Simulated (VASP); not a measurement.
Calculation: PBE GGA with D3 dispersion (Becke-Johnson damping), VASP's PBE PAW potentials (set 64) (plane waves; VASP).

VASP input:

### INCAR
```
# general
SYSTEM =GaN
PREC   =Accurate
ENCUT  =520
LREAL  =.False.
LASPH  =.True.   # aspherical one-centre terms

# electronic loop
EDIFF  =1E-7   # SCF stop (eV)
NELM   =100   # most electronic steps
ALGO   =Normal   # blocked Davidson
LMAXMIX=4   # l cut-off of mixed one-centre charges

# smearing
ISMEAR =0   # Gaussian
SIGMA  =0.05   # width (eV)

# functional
GGA    =PE
IVDW   =12   # D3, Becke-Johnson

# ions
ISIF   =2   # forces and stress, cell fixed

# output
LWAVE  =.False.
LCHARG =.False.
```

File POSCAR:
```
GaN
1
    0.0000000000     2.2591379393     2.2591379393
    2.2591379393     0.0000000000     2.2591379393
    2.2591379393     2.2591379393     0.0000000000
Ga N
1 1
Direct
  0.0000000000   0.0000000000   0.0000000000
  0.2500000000   0.2500000000   0.2500000000
```

**KPOINTS**
```
Automatic mesh
0
Gamma
10 10 10
0 0 0
```

POTCAR, in this order: Ga_d N (PBE.64 set). Program: vasp_std.

What VASP printed:

### OSZICAR
```
       N       E                     dE             d eps       ncg     rms          rms(c)
DAV:   1     0.874287959657E+02    0.87429E+02   -0.97260E+03  1331   0.241E+03
DAV:   2    -0.694995636299E+01   -0.94379E+02   -0.88545E+02  1362   0.358E+02
DAV:   3    -0.140199943325E+02   -0.70700E+01   -0.70222E+01  1362   0.885E+01
DAV:   4    -0.141348834679E+02   -0.11489E+00   -0.11481E+00  1455   0.121E+01
DAV:   5    -0.141365536000E+02   -0.16701E-02   -0.16700E-02  1365   0.133E+00    0.769E+00
DAV:   6    -0.121454442692E+02    0.19911E+01   -0.60047E+00  1858   0.485E+01    0.267E+00
DAV:   7    -0.121567780045E+02   -0.11334E-01   -0.35329E-01  1227   0.809E+00    0.177E+00
DAV:   8    -0.121530387417E+02    0.37393E-02   -0.70887E-02  1398   0.441E+00    0.814E-01
DAV:   9    -0.121477022593E+02    0.53365E-02   -0.22229E-02  1832   0.375E+00    0.193E-01
DAV:  10    -0.121480453523E+02   -0.34309E-03   -0.19516E-03  1422   0.737E-01    0.811E-02
DAV:  11    -0.121479538648E+02    0.91487E-04   -0.38504E-04  1808   0.368E-01    0.134E-02
DAV:  12    -0.121479600482E+02   -0.61833E-05   -0.34146E-05  1332   0.808E-02    0.935E-03
DAV:  13    -0.121479598442E+02    0.20400E-06   -0.19149E-06  1442   0.133E-02    0.254E-03
DAV:  14    -0.121479597938E+02    0.50402E-07   -0.11110E-07   934   0.332E-03
   1 F= -.12652233E+02 E0= -.12652233E+02  d E =-.102073E-11
```

**OUTCAR**
```
------------------------ aborting loop because EDIFF is reached ----------------------------------------
 Edisp (eV)   -0.50427
  FORCE on cell =-STRESS in cart. coord.  units (eV):
  Direction    XX          YY          ZZ          XY          YZ          ZX
  --------------------------------------------------------------------------------------
  Total       0.00237     0.00237     0.00237    -0.00000    -0.00000     0.00000
  in kB       0.16484     0.16484     0.16484    -0.00000    -0.00000     0.00000
  external pressure =        0.16 kB  Pullay stress =        0.00 kB
  volume of cell :       23.06
      direct lattice vectors                 reciprocal lattice vectors
     0.000000000  2.259137939  2.259137939    -0.221323360  0.221323360  0.221323360
     2.259137939  0.000000000  2.259137939     0.221323360 -0.221323360  0.221323360
     2.259137939  2.259137939  0.000000000     0.221323360  0.221323360 -0.221323360
  FREE ENERGIE OF THE ION-ELECTRON SYSTEM (eV)
  ---------------------------------------------------
  free  energy   TOTEN  =       -12.6522330018 eV

  energy  without entropy=      -12.6522330018  energy(sigma->0) =      -12.65223300
```
(Selected blocks of OUTCAR.)

File OUTCAR:
```
 val. band max:        5.1999154843   @ k =   0.0000   0.0000   0.0000

 cond. band min:       6.8760202715   @ k =   0.0000   0.0000   0.0000


 Fermi energy:         5.4134173901

 k-point     1 :       0.0000    0.0000    0.0000
  band No.  band energies     occupation
      1     -10.6697      2.00000
      2      -8.2356      2.00000
      3      -8.2356      2.00000
      4      -8.2356      2.00000
      5      -7.9235      2.00000
      6      -7.9235      2.00000
      7       5.1999      2.00000
      8       5.1999      2.00000
      9       5.1999      2.00000
     10       6.8760      0.00000
     11      15.4551      0.00000
     12      15.4551      0.00000
     13      15.4551      0.00000

 k-point     2 :       0.1000    0.0000    0.0000
  band No.  band energies     occupation
      1     -10.5615      2.00000
      2      -8.2223      2.00000
      3      -8.2223      2.00000
      4      -8.1962      2.00000
      5      -7.9247      2.00000
      6      -7.9247      2.00000
      7       4.0983      2.00000
      8       5.0944      2.00000
      9       5.0944      2.00000
     10       7.7393      0.00000
     11      14.9589      0.00000
     12      15.6172      0.00000
     13      15.6172      0.00000

 k-point     3 :       0.2000    0.0000    0.0000
  band No.  band energies     occupation
      1     -10.2899      2.00000
      2      -8.1915      2.00000
      3      -8.1915      2.00000
      4      -8.0316      2.00000
      5      -7.9235      2.00000
      6      -7.9235      2.00000
      7       2.2993      2.00000
      8       4.8348      2.00000
      9       4.8348      2.00000
     10       8.8165      0.00000
     11      14.1841      0.00000
     12      15.8798      0.00000
     13      15.8798      0.00000

 k-point     4 :       0.3000    0.0000    0.0000
  band No.  band energies     occupation
      1     -10.0040      2.00000
      2      -8.1640      2.00000
      3      -8.1640      2.00000
...
```

The compound is GaN in the zinc blende structure, a metastable form; wurtzite is the usual one. It was relaxed first.
